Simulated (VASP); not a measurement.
Output of a VASP run:

**OSZICAR**
```
...
DAV:  11    -0.410942643970E+02   -0.87700E-06   -0.14639E-06  1584   0.573E-03
   3 F= -.41094264E+02 E0= -.41068172E+02  d E =-.997037E-01
       N       E                     dE             d eps       ncg     rms          rms(c)
DAV:   1    -0.410952806584E+02   -0.10171E-02   -0.18041E-02  2392   0.118E+00    0.259E-01
DAV:   2    -0.410947983615E+02    0.48230E-03   -0.80482E-03  2460   0.502E-01    0.171E-01
DAV:   3    -0.410943202070E+02    0.47815E-03   -0.27849E-03  2360   0.202E-01    0.760E-02
DAV:   4    -0.410942218432E+02    0.98364E-04   -0.40998E-04  2528   0.109E-01    0.390E-02
DAV:   5    -0.410942274715E+02   -0.56282E-05   -0.55687E-05  2436   0.280E-02    0.350E-02
DAV:   6    -0.410942293294E+02   -0.18579E-05   -0.79871E-06  1960   0.110E-02    0.137E-02
DAV:   7    -0.410942297760E+02   -0.44659E-06   -0.37329E-06  1924   0.931E-03
   4 F= -.41094230E+02 E0= -.41068157E+02  d E =-.996691E-01
       N       E                     dE             d eps       ncg     rms          rms(c)
DAV:   1    -0.411032655893E+02   -0.90363E-02   -0.19946E-01  2068   0.342E+00    0.766E-01
DAV:   2    -0.410994627428E+02    0.38028E-02   -0.57405E-02  2400   0.159E+00    0.465E-01
DAV:   3    -0.410962044669E+02    0.32583E-02   -0.21782E-02  2340   0.579E-01    0.257E-01
DAV:   4    -0.410948607362E+02    0.13437E-02   -0.42754E-03  2764   0.387E-01    0.107E-01
DAV:   5    -0.410948708385E+02   -0.10102E-04   -0.78253E-04  2432   0.126E-01    0.870E-02
DAV:   6    -0.410948634132E+02    0.74253E-05   -0.70435E-05  2496   0.409E-02    0.352E-02
DAV:   7    -0.410948614991E+02    0.19141E-05   -0.20799E-05  2288   0.316E-02    0.106E-02
DAV:   8    -0.410948602471E+02    0.12520E-05   -0.59678E-06  2088   0.140E-02    0.417E-03
DAV:   9    -0.410948598046E+02    0.44250E-06   -0.44319E-07  1064   0.574E-03
   5 F= -.41094860E+02 E0= -.41069066E+02  d E =-.630029E-03
       N       E                     dE             d eps       ncg     rms          rms(c)
DAV:   1    -0.410949048108E+02   -0.44564E-04   -0.97154E-04  2104   0.238E-01    0.529E-02
DAV:   2    -0.410948877190E+02    0.17092E-04   -0.27680E-04  2384   0.110E-01    0.325E-02
DAV:   3    -0.410948726577E+02    0.15061E-04   -0.10318E-04  2348   0.401E-02    0.176E-02
DAV:   4    -0.410948647982E+02    0.78594E-05   -0.19855E-05  2176   0.265E-02    0.731E-03
DAV:   5    -0.410948642938E+02    0.50443E-06   -0.38152E-06  1772   0.925E-03
   6 F= -.41094864E+02 E0= -.41069090E+02  d E =-.634518E-03
       N       E                     dE             d eps       ncg     rms          rms(c)
DAV:   1    -0.411008083245E+02   -0.59435E-02   -0.13704E-01  2188   0.304E+00    0.535E-01
DAV:   2    -0.410970185002E+02    0.37898E-02   -0.23587E-02  2460   0.124E+00    0.308E-01
DAV:   3    -0.410958586643E+02    0.11598E-02   -0.72059E-03  2428   0.337E-01    0.214E-01
DAV:   4    -0.410950310187E+02    0.82765E-03   -0.34924E-03  2552   0.321E-01    0.964E-02
DAV:   5    -0.410950506706E+02   -0.19652E-04   -0.51413E-04  2336   0.113E-01    0.778E-02
DAV:   6    -0.410950511976E+02   -0.52700E-06   -0.57978E-05  2468   0.416E-02    0.312E-02
DAV:   7    -0.410950476599E+02    0.35377E-05   -0.19994E-05  2524   0.296E-02    0.811E-03
DAV:   8    -0.410950498088E+02   -0.21489E-05   -0.43142E-06  1964   0.119E-02    0.373E-03
DAV:   9    -0.410950506471E+02   -0.83833E-06   -0.24220E-07  1032   0.329E-03
   7 F= -.41095051E+02 E0= -.41069565E+02  d E =-.186353E-03
```

File OUTCAR:
```
------------------------ aborting loop because EDIFF is reached ----------------------------------------
  FORCE on cell =-STRESS in cart. coord.  units (eV):
  Direction    XX          YY          ZZ          XY          YZ          ZX
  --------------------------------------------------------------------------------------
  Total        0.0005581      0.0005581      0.0408801      0.0000000      0.0000000     -0.0000000
  in kB        0.0074578      0.0074578      0.5462779      0.0000000      0.0000000     -0.0000000
  external PRESSURE =       0.1870645 kB  Pullay stress =       0.0000000 kB
  volume of cell :      119.90
      direct lattice vectors                 reciprocal lattice vectors
    -3.340309061  3.340309061  2.686431982     0.000000000  0.149686748  0.186120476
     3.340309061 -3.340309061  2.686431982     0.149686748  0.000000000  0.186120476
     3.340309061  3.340309061 -2.686431982     0.149686748  0.149686748  0.000000000
 POSITION                                       TOTAL-FORCE (eV/Angst)
 -----------------------------------------------------------------------------------
      0.00000      0.00000     -0.00000        -0.000000      0.000000      0.000000
     -0.00000      3.34031      1.34322        -0.000000      0.000000      0.000000
      3.34031     -0.00000      1.34322        -0.000000      0.000000      0.000000
      4.65356      2.02706     -0.00000         0.004501     -0.004501      0.000000
     -1.31325      1.31325      2.68643        -0.004501      0.004501      0.000000
      1.31325      1.31325      2.68643         0.004501      0.004501     -0.000000
      2.02706      2.02706     -0.00000        -0.004501     -0.004501      0.000000
 -----------------------------------------------------------------------------------
    total drift:                                0.000000      0.000000     -0.000000
  FREE ENERGIE OF THE ION-ELECTRON SYSTEM (eV)
  ---------------------------------------------------
  free  energy   TOTEN  =       -41.0950506471 eV

  energy  without entropy=      -41.0440787974  energy(sigma->0) =      -41.06956472

 reached required accuracy - stopping structural energy minimisation
```
(Selected blocks of OUTCAR.)

**POSCAR**
```
Y(TiGa2)2
1
   -3.3929240000     3.3929240000     2.7404560000
    3.3929240000    -3.3929240000     2.7404560000
    3.3929240000     3.3929240000    -2.7404560000
Y Ti Ga
1 2 4
Direct
  0.0000000000   0.0000000000   0.0000000000
  0.7500000000   0.2500000000   0.5000000000
  0.2500000000   0.7500000000   0.5000000000
  0.3034900000   0.6965100000   0.0000000000
  0.6965100000   0.3034900000   0.0000000000
  0.6965100000   0.6965100000   0.3930200000
  0.3034900000   0.3034900000   0.6069800000
```

Task: Write an INCAR and KPOINTS that could have produced this output.

Result: One answer among several that fit: the input of the run itself, PBEsol GGA, plane waves, VASP's PBE PAW potentials (set 64).

**KPOINTS**
```
kpoints
0
Gamma
5 5 5
```

### INCAR
```
SYSTEM = Y(TiGa2)2
PREC = Accurate
ENCUT = 300
EDIFF = 1E-6
NELM = 100
ALGO = Normal
LREAL = .FALSE.
LASPH = .TRUE.
ISMEAR = 0
SIGMA = 0.136
GGA = PS
LMAXMIX = 4
LWAVE = .FALSE.
LCHARG = .FALSE.
ISIF = 3
IBRION = 2
NSW = 50
EDIFFG = -0.01
```

POTCAR, in this order: Y_sv Ti_sv Ga_d (PBE.64 set). Program: vasp_std.

At this cut-off the stress carries a Pulay error, which pulls relaxed volumes low. Energy and stress use the plane-wave basis of the starting cell.

The structure comes from a computed database's Ga4Ti2Y entry (I4/mmm); how it stands against other phases isn't given here. This run relaxes it. Symmetry was kept, so distortions that lower it aren't found. The k-mesh is coarse (spacing up to 0.30 per Å, 2π included), so the numbers may not be converged in it. The run is one of a series of settings (EDIFFG = -0.01, IBRION = 2, ISIF = 3, NSW = 50 against the base run), some of them coarse on purpose. The electron count is odd and the run is not spin-polarised, which forces a metal.
